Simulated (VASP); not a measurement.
# TiRuN2 (P4/mmm) in VASP: notebook

One crystal, TiRuN2, is run at these levels: PBE; tasks: relaxation of cell and atoms.

Everything below comes from runs of VASP 6.6.1. Logs are shortened: lines on timing, memory, paths and dates and some standing lists are left out, and cuts for length are marked.

**1. The crystal as given**

The structure is tetragonal, space group P4/mmm (No. 123). Conventional cell: a = 3.018 Å, b = 3.018 Å, c = 4.285 Å, α = 90.00°, β = 90.00°, γ = 90.00°. Ti (site symmetry 4/mmm) has 6 N at 2.13 to 2.14 Å as nearest neighbours. Ru (site symmetry 4/mmm) has 6 N at 2.13 to 2.14 Å as nearest neighbours. N (site symmetry 4/mmm) has 4 Ru at 2.13 Å and 2 Ti at 2.14 Å as nearest neighbours. N (site symmetry 4/mmm) is surrounded by 4 Ti at 2.13 Å and 2 Ru at 2.14 Å.

The cell was built by a generator and needn't be a form met in nature.

**2. Relaxation of cell and atoms, PBE**

The input, INCAR:

```
PREC = Accurate
ENCUT = 520
EDIFF = 1E-6
ISMEAR = 0
SIGMA = 0.1
LREAL = F
LASPH = T
NELM = 120
ALGO = Normal
ISIF = 3
LWAVE = F
LCHARG = F
GGA = PE
IBRION = 2
NSW = 90
EDIFFG = -0.01
KPAR = 4
```

The input, KPOINTS:

```
regular mesh
0
Gamma
  12 12 8
```

The input, POSCAR:

```
TiRuN2
1.0
    3.0180000000      0.0000000000      0.0000000000
    0.0000000000      3.0180000000      0.0000000000
    0.0000000000      0.0000000000      4.2850000000
Ti Ru N
1 1 2
Direct
    0.5000000000      0.5000000000      0.5000000000
    0.0000000000      0.0000000000      0.0000000000
    0.5000000000      0.5000000000      0.0000000000
    0.0000000000      0.0000000000      0.5000000000
```

Potentials or basis: VASP PAW PBE potentials, release 64 (Ti_sv, Ru_pv, N).

Started as:

```
cat potpaw_PBE.64/Ti_sv/POTCAR potpaw_PBE.64/Ru_pv/POTCAR potpaw_PBE.64/N/POTCAR > POTCAR
mpirun -np 4 vasp_std > vasp.out
```

OUTCAR:

```text
PREC = Accurate
   ENCUT = 520
   EDIFF = 1E-6
   ISMEAR = 0
   LREAL = F
   LASPH = T
   NELM = 120
   ISIF = 3
   GGA = PE
   IBRION = 2
   NSW = 90
   EDIFFG = -0.01

 ion  position               nearest neighbor table
   1  0.500  0.500  0.500-   4 2.13   4 2.13   4 2.13   4 2.13   3 2.14   3 2.14   2 3.02   2 3.02
                             2 3.02   2 3.02   2 3.02   2 3.02   2 3.02   2 3.02
   2  0.000  0.000  0.000-   3 2.13   3 2.13   3 2.13   3 2.13   4 2.14   4 2.14   1 3.02   1 3.02
                             1 3.02   1 3.02   1 3.02   1 3.02   1 3.02   1 3.02
   3  0.500  0.500  0.000-   2 2.13   2 2.13   2 2.13   2 2.13   1 2.14   1 2.14
   4  0.000  0.000  0.500-   1 2.13   1 2.13   1 2.13   1 2.13   2 2.14   2 2.14

  LATTYP: Found a simple tetragonal cell.
 ALAT       =     3.0180000000
 C/A-ratio  =     1.4198144467

  Lattice vectors:

 A1 = (   3.0180000000,   0.0000000000,   0.0000000000)
 A2 = (   0.0000000000,   3.0180000000,   0.0000000000)
 A3 = (   0.0000000000,   0.0000000000,   4.2850000000)

Analysis of symmetry for initial positions (statically):
=====================================================================
 Subroutine PRICEL returns:
 Original cell was already a primitive cell.

 Routine SETGRP: Setting up the symmetry group for a
 simple tetragonal supercell.

 Subroutine GETGRP returns: Found 16 space group operations
 (whereof 16 operations were pure point group operations)
 out of a pool of 16 trial point group operations.

The static configuration has the point symmetry D_4h.

Analysis of symmetry for dynamics (positions and initial velocities):
=====================================================================
 Subroutine PRICEL returns:
 Original cell was already a primitive cell.

 Routine SETGRP: Setting up the symmetry group for a
 simple tetragonal supercell.

 Subroutine GETGRP returns: Found 16 space group operations
 (whereof 16 operations were pure point group operations)
 out of a pool of 16 trial point group operations.

The dynamic configuration has the point symmetry D_4h.

 Subroutine INISYM returns: Found 16 space group operations
 (whereof 16 operations are pure point group operations),
 and found     1 'primitive' translations

[... 106 lines left out ...]
   POTIM  = 0.5000    time-step for ionic-motion
   TEBEG  =    0.0;   TEEND  =   0.0 temperature during run
   PSTRESS=    0.0 pullay stress
   NELECT =      36.0000    total number of electrons
   NUPDOWN=      -1.0000    fix difference up-down
   EMIN   =  10.00;   EMAX   =-10.00  energy-range for DOS
   EFERMI =   0.00;   METHOD = LEGACY
   ISMEAR =     0;   SIGMA  =   0.10  broadening in eV -4-tet -1-fermi 0-gaus
   EFERMI_NEDOS =   21; number of points for ismear=-14 and -15
   IALGO  =     38    algorithm
   IMIX   =      4    mixing-type and parameters
     AMIX     =   0.40;   BMIX     =  1.00
     AMIX_MAG =   1.60;   BMIX_MAG =  1.00
  volume/ion in A,a.u.               =       9.76        65.85
  Fermi-wavevector in a.u.,A,eV,Ry     =   1.593600  3.011467 34.552810  2.539560
  Thomas-Fermi vector in A             =   2.691804
   LORBIT       =      0    0 simple, 1 ext, 2 COOP (PROOUT), +10 PAW based schemes
   GGA     = PE    functional components
   LHFCALC =     F    Hartree Fock is set to
   AEXX    =    0.0000 exact exchange contribution
   IVDW    =     0    specifies the selected vdW correction
   LEPSILON=     F    determine dielectric tensor
   LRPA    =     F    only Hartree local field effects (RPA)
 conjugate gradient relaxation of ions
 non-spin polarized calculation
 Gauss-broadening in eV      SIGMA  =   0.10
  energy-cutoff  :      520.00
  volume of cell :       39.03
 maximum number of plane-waves:      1088
 NGX is ok and might be reduce to    24
   NGX = 11   NGY = 11   NGZ = 15

--------------------------------------- Ionic step        1  -------------------------------------------

 number of electron      36.0000001 magnetization

 Free energy of the ion-electron system (eV)
  ---------------------------------------------------
  ext. energy  EPLUGINS =         0.00000000
  ---------------------------------------------------
  free energy    TOTEN  =       -35.67217696 eV

  energy without entropy =      -35.65589448  energy(sigma->0) =      -35.66403572

------------------------ aborting loop because EDIFF is reached ----------------------------------------

  FORCE on cell =-STRESS in cart. coord.  units (eV):
  Direction    XX          YY          ZZ          XY          YZ          ZX
  --------------------------------------------------------------------------------------
  -------------------------------------------------------------------------------------
  Total        0.2765481      0.2765481     -0.2000213      0.0000000     -0.0000000      0.0000000
  in kB       11.3525120     11.3525120     -8.2110260      0.0000000     -0.0000000      0.0000000
  external PRESSURE =       4.8313327 kB  Pullay stress =       0.0000000 kB
[... 139 lines left out ...]
--------------------------------------- Ionic step        5  -------------------------------------------

 number of electron      36.0000002 magnetization

 Free energy of the ion-electron system (eV)
  ---------------------------------------------------
  ext. energy  EPLUGINS =         0.00000000
  ---------------------------------------------------
  free energy    TOTEN  =       -35.67306450 eV

  energy without entropy =      -35.65645942  energy(sigma->0) =      -35.66476196

 E-fermi :  11.5059     XC(G=0): -13.3541

 val. band max:       11.5053766790   @ k =   0.4167   0.0000   0.1250
 cond. band min:      11.5070457376   @ k =   0.1667   0.1667   0.5000
 fundamental gap:      0.0016690586
 Fermi energy:        11.5059072284

 k-point     1 :       0.0000    0.0000    0.0000
  band No.  band energies     occupation
      1     -46.4104      2.00000
      2     -31.7641      2.00000
      3     -31.7068      2.00000
      4     -31.7068      2.00000
      5     -22.7541      2.00000
      6     -22.5068      2.00000
[... 589 lines left out ...]
     21      13.0844      0.00000
     22      13.1376      0.00000

 [... further k-points ...]

------------------------ aborting loop because EDIFF is reached ----------------------------------------

  FORCE on cell =-STRESS in cart. coord.  units (eV):
  Direction    XX          YY          ZZ          XY          YZ          ZX
  --------------------------------------------------------------------------------------
  -------------------------------------------------------------------------------------
  Total        0.0046784      0.0046784      0.0098805      0.0000000      0.0000000      0.0000000
  in kB        0.1917384      0.1917384      0.4049364      0.0000000      0.0000000      0.0000000
  external PRESSURE =       0.2628044 kB  Pullay stress =       0.0000000 kB
[... 19 lines left out ...]
  FREE ENERGIE OF THE ION-ELECTRON SYSTEM (eV)
  ---------------------------------------------------
  free  energy   TOTEN  =       -35.6730645033 eV

  energy  without entropy=      -35.6564594233  energy(sigma->0) =      -35.66476196

 reached required accuracy - stopping structural energy minimisation
```

OSZICAR:

```text
N       E                     dE             d eps       ncg     rms          rms(c)
DAV:   1     0.422735391206E+03    0.42274E+03   -0.19849E+04  6168   0.192E+03
DAV:   2     0.223122953116E+01   -0.42050E+03   -0.41173E+03  6486   0.551E+02
DAV:   3    -0.419774264481E+02   -0.44209E+02   -0.43393E+02 10820   0.155E+02
DAV:   4    -0.437897023237E+02   -0.18123E+01   -0.17814E+01  7624   0.279E+01
[... 48 lines left out ...]
DAV:   3    -0.356732106064E+02    0.59297E-03   -0.56258E-03  7882   0.514E-01    0.905E-02
DAV:   4    -0.356730871091E+02    0.12350E-03   -0.11043E-03  8032   0.206E-01    0.441E-02
DAV:   5    -0.356730636659E+02    0.23443E-04   -0.14356E-04  9646   0.105E-01    0.163E-02
DAV:   6    -0.356730643201E+02   -0.65419E-06   -0.14255E-05  8300   0.266E-02    0.874E-03
DAV:   7    -0.356730645033E+02   -0.18319E-06   -0.32995E-06  7978   0.113E-02
   5 F= -.35673065E+02 E0= -.35664762E+02  d E =-.955340E-04
```

CONTCAR:

```text
TiRuN2
   1.00000000000000
     3.0246938984627039    0.0000000000000000   -0.0000000000000000
     0.0000000000000000    3.0246938984627039   -0.0000000000000000
    -0.0000000000000000   -0.0000000000000000    4.2730672857240810
  Ti              Ru              N
     1     1     2
Direct
     0.5000000000000000    0.5000000000000000    0.5000000000000000
     0.0000000000000000    0.0000000000000000    0.0000000000000000
     0.5000000000000000    0.5000000000000000    0.0000000000000000
     0.0000000000000000    0.0000000000000000    0.5000000000000000

  0.00000000E+00  0.00000000E+00  0.00000000E+00
  0.00000000E+00  0.00000000E+00  0.00000000E+00
  0.00000000E+00  0.00000000E+00  0.00000000E+00
  0.00000000E+00  0.00000000E+00  0.00000000E+00
```

Run time: 72 s. Hardware: 4 MPI ranks of Intel Xeon Platinum 8259CL at 2.50GHz (Skylake/Cascade Lake), shared host; peak memory 0.25 GiB.

Results:

```
Free energy                            : -35.6731 eV
Relaxed volume                         : 9.77 Å³/atom
Relaxed cell                           : a = 3.025 Å, b = 3.025 Å, c = 4.273 Å, α = 90.00°, β = 90.00°, γ = 90.00°
Space group after relaxing (to 0.05 Å) : P4/mmm (No. 123)
Energy gained by relaxing              : 0.2 meV/atom
Ionic steps                            : 5
Pressure after relaxing                : 0.0 GPa
Band gap on the k mesh                 : none (metal or under the smearing width)
```

Step by step:
| step | energy change (eV) | largest force (eV/Å) | pressure (GPa) | volume (Å³) |
| --- | --- | --- | --- | --- |
| 1 | 0.0000 | 0.0000 | 0.48 | 39.03 |
| 2 | -0.0006 | 0.0000 | -0.74 | 39.20 |
| 3 | -0.0008 | 0.0000 | -0.39 | 39.14 |
| 4 | -0.0008 | 0.0000 | 0.35 | 39.04 |
| 5 | -0.0009 | 0.0000 | 0.03 | 39.09 |

Final structure:
```
CELL_PARAMETERS angstrom
3.02469 0.00000 0.00000
0.00000 3.02469 0.00000
0.00000 0.00000 4.27307
ATOMIC_POSITIONS crystal
Ti 0.50000 0.50000 0.50000
Ru 0.00000 0.00000 0.00000
N 0.50000 0.50000 0.00000
N 0.00000 0.00000 0.50000
```

**3. Relaxation of cell and atoms, PBE**

The input, INCAR:

```
PREC = Accurate
ENCUT = 520
EDIFF = 1E-7
ISMEAR = 0
SIGMA = 0.1
LREAL = F
LASPH = T
NELM = 120
ALGO = Normal
ISIF = 3
LWAVE = F
LCHARG = F
GGA = PE
IBRION = 2
NSW = 60
EDIFFG = -0.005
POTIM = 0.3
KPAR = 4
```

KPOINTS is that of step 2.

The input, POSCAR:

```
TiRuN2                                  
1.0
    3.0246938985      0.0000000000     -0.0000000000
    0.0000000000      3.0246938985     -0.0000000000
   -0.0000000000     -0.0000000000      4.2730672857
  Ti              Ru              N             
     1     1     2
Direct
     0.5000000000000000    0.5000000000000000    0.5000000000000000
     0.0000000000000000    0.0000000000000000    0.0000000000000000
     0.5000000000000000    0.5000000000000000    0.0000000000000000
     0.0000000000000000    0.0000000000000000    0.5000000000000000
```

Potentials or basis: VASP PAW PBE potentials, release 64 (Ti_sv, Ru_pv, N).

Started as:

```
cat potpaw_PBE.64/Ti_sv/POTCAR potpaw_PBE.64/Ru_pv/POTCAR potpaw_PBE.64/N/POTCAR > POTCAR
mpirun -np 4 vasp_std > vasp.out
```

OUTCAR:

```text
PREC = Accurate
   ENCUT = 520
   EDIFF = 1E-7
   ISMEAR = 0
   LREAL = F
   LASPH = T
   NELM = 120
   ISIF = 3
   GGA = PE
   IBRION = 2
   NSW = 60
   EDIFFG = -0.005
   POTIM = 0.3

 ion  position               nearest neighbor table
   1  0.500  0.500  0.500-   3 2.14   3 2.14   4 2.14   4 2.14   4 2.14   4 2.14   2 3.02   2 3.02
                             2 3.02   2 3.02   2 3.02   2 3.02   2 3.02   2 3.02
   2  0.000  0.000  0.000-   4 2.14   4 2.14   3 2.14   3 2.14   3 2.14   3 2.14   1 3.02   1 3.02
                             1 3.02   1 3.02   1 3.02   1 3.02   1 3.02   1 3.02
   3  0.500  0.500  0.000-   1 2.14   1 2.14   2 2.14   2 2.14   2 2.14   2 2.14
   4  0.000  0.000  0.500-   2 2.14   2 2.14   1 2.14   1 2.14   1 2.14   1 2.14

  LATTYP: Found a simple tetragonal cell.
 ALAT       =     3.0246938985
 C/A-ratio  =     1.4127271814

  Lattice vectors:

 A1 = (   3.0246938985,   0.0000000000,   0.0000000000)
 A2 = (   0.0000000000,   3.0246938985,   0.0000000000)
 A3 = (   0.0000000000,   0.0000000000,   4.2730672857)

Analysis of symmetry for initial positions (statically):
=====================================================================
 Subroutine PRICEL returns:
 Original cell was already a primitive cell.

[... 172 lines left out ...]
  free energy    TOTEN  =       -35.67314237 eV

  energy without entropy =      -35.65653869  energy(sigma->0) =      -35.66484053

 E-fermi :  11.5060     XC(G=0): -13.3541

 val. band max:       11.5055289589   @ k =   0.4167   0.0000   0.1250
 cond. band min:      11.5071329678   @ k =   0.1667   0.1667   0.5000
 fundamental gap:      0.0016040089
 Fermi energy:        11.5060193635

 k-point     1 :       0.0000    0.0000    0.0000
  band No.  band energies     occupation
      1     -46.4103      2.00000
      2     -31.7641      2.00000
      3     -31.7067      2.00000
      4     -31.7067      2.00000
      5     -22.7541      2.00000
      6     -22.5069      2.00000
[... 589 lines left out ...]
     21      13.0844      0.00000
     22      13.1377      0.00000

 [... further k-points ...]
[... 5 lines left out ...]
  --------------------------------------------------------------------------------------
  -------------------------------------------------------------------------------------
  Total       -0.0036056     -0.0036056     -0.0031062      0.0000000      0.0000000     -0.0000000
  in kB       -0.1477691     -0.1477691     -0.1273010      0.0000000      0.0000000     -0.0000000
  external PRESSURE =      -0.1409464 kB  Pullay stress =       0.0000000 kB

 VOLUME and BASIS-vectors are now :
 -----------------------------------------------------------------------------
  energy-cutoff  :      520.00
  volume of cell :       39.09
      direct lattice vectors                 reciprocal lattice vectors
     3.024693898  0.000000000  0.000000000     0.330611967  0.000000000  0.000000000
     0.000000000  3.024693898  0.000000000     0.000000000  0.330611967  0.000000000
     0.000000000  0.000000000  4.273067286     0.000000000  0.000000000  0.234023930

 POSITION                                       TOTAL-FORCE (eV/Angst)
 -----------------------------------------------------------------------------------
      1.51235      1.51235      2.13653         0.000000      0.000000      0.000000
      0.00000      0.00000      0.00000         0.000000      0.000000      0.000000
      1.51235      1.51235      0.00000         0.000000      0.000000      0.000000
      0.00000      0.00000      2.13653         0.000000      0.000000      0.000000
 -----------------------------------------------------------------------------------
    total drift:                                0.000000      0.000000     -0.000000

  FREE ENERGIE OF THE ION-ELECTRON SYSTEM (eV)
  ---------------------------------------------------
  free  energy   TOTEN  =       -35.6731423746 eV

  energy  without entropy=      -35.6565386903  energy(sigma->0) =      -35.66484053

 reached required accuracy - stopping structural energy minimisation
```

It took 24 s on 4 MPI ranks of Intel Xeon Platinum 8259CL at 2.50GHz (Skylake/Cascade Lake), shared host; peak memory 0.25 GiB.

What came out:

```yaml
Free_energy: -35.6731 eV
Pressure_after_relaxing: 0.0 GPa
Band_gap_on_the_k_mesh: none (metal or under the smearing width)
```

Final structure:
```yaml
crystal:
  lattice:
    - [3.02469, 0.00000, 0.00000]
    - [0.00000, 3.02469, 0.00000]
    - [0.00000, 0.00000, 4.27307]
  atoms:
    - { symbol: Ti, position: [0.50000, 0.50000, 0.50000] }
    - { symbol: Ru, position: [0.00000, 0.00000, 0.00000] }
    - { symbol: N, position: [0.50000, 0.50000, 0.00000] }
    - { symbol: N, position: [0.00000, 0.00000, 0.50000] }
```

Caveat: the relaxation stopped at its first step, so nothing moved.
